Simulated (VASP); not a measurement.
Si3P4, 14 atoms in the cell. Symmetry: Fd-3m, No. 227, cubic system. Conventional cell: a = 9.891 Å, b = 9.891 Å, c = 9.891 Å, α = 90.00°, β = 90.00°, γ = 90.00°. Si (site symmetry -43m) has 4 P at 2.31 Å as nearest neighbours. Si (site symmetry -3m) is surrounded by 6 P at 2.38 Å. P (site symmetry 3m) is surrounded by 4 Si at 2.31 to 2.38 Å. The cell was built by a generator and needn't be a form met in nature.

* Program: VASP 6.6.1
* Task: single point
* Functional: r2SCAN
* Potentials or basis: VASP PAW PBE potentials, release 64 (Si, P)
* Cutoff: 520 eV
* k mesh: 6 × 6 × 6
* Occupations: gaussian, width 0.1 eV
* Spin: no spin polarisation
* Further INCAR settings: ALGO = Normal; EDIFF = 1e-06

Potentials or basis: VASP PAW PBE potentials, release 64 (Si, P).

The run is started by

```console
$ cat potpaw_PBE.64/Si/POTCAR potpaw_PBE.64/P/POTCAR > POTCAR
$ mpirun -np 4 vasp_std > vasp.out
```

Hardware: 4 MPI ranks on Intel(R) Xeon(R) Platinum 8488C (Sapphire Rapids) (shared host).

Q: Estimate the wall time of this run.

A: Wall time 3.4 min on 4 MPI ranks on Intel(R) Xeon(R) Platinum 8488C (Sapphire Rapids) (shared host), peak memory 0.46 GiB a rank. Counts: scf iterations 19, k points 16.
